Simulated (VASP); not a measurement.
```yaml
crystal:
  lattice:
    - [1.80540, -3.12704, 0.00000]
    - [1.80540, 3.12704, 0.00000]
    - [0.00000, 0.00000, 5.14080]
  atoms:
    - { symbol: Pt, position: [0.00000, 0.00000, 0.00000] }
    - { symbol: S, position: [0.33333, 0.66667, 0.23000] }
    - { symbol: S, position: [0.66667, 0.33333, 0.77000] }
```

The base run (VASP): PBE GGA, plane waves, VASP's PBE PAW potentials (set 64). Run with 400 eV cut-off, 6×6×4 Γ-centred mesh, Gaussian smearing of 0.050 eV, potentials Pt S.

The base run took about 9 core-seconds. Costs are core time on shared hosts, one run each; read them as rough ratios.

Pressures at a finite cut-off, here 400 eV, hold a Pulay part, which this task's highest cut-off puts under 0.2 GPa.

| setting | cost over the base run | electronic steps | bands | pressure (GPa) |
|---|---|---|---|---|
| base run | reference | 14 | 15 | 1.17 |
| ENCUT = 520 | within a factor of 2 | 14 | 15 | 1.16 |
| ENCUT = 520, POTCAR Pt_pv S (PBE.64 set) | within a factor of 2 | 14 | 18 | 1.28 |
| ENCUT = 800, POTCAR Pt S_h (PBE.64 set) | about 2 times | 13 | 15 | 1.39 |
| ENCUT = 800 | about 3 times | 14 | 15 | 1.25 |

Left out are runs that failed, have no time on record or changed the cell.

The compound is PtS2 in the 1T layered structure. The cell was not relaxed at this level.
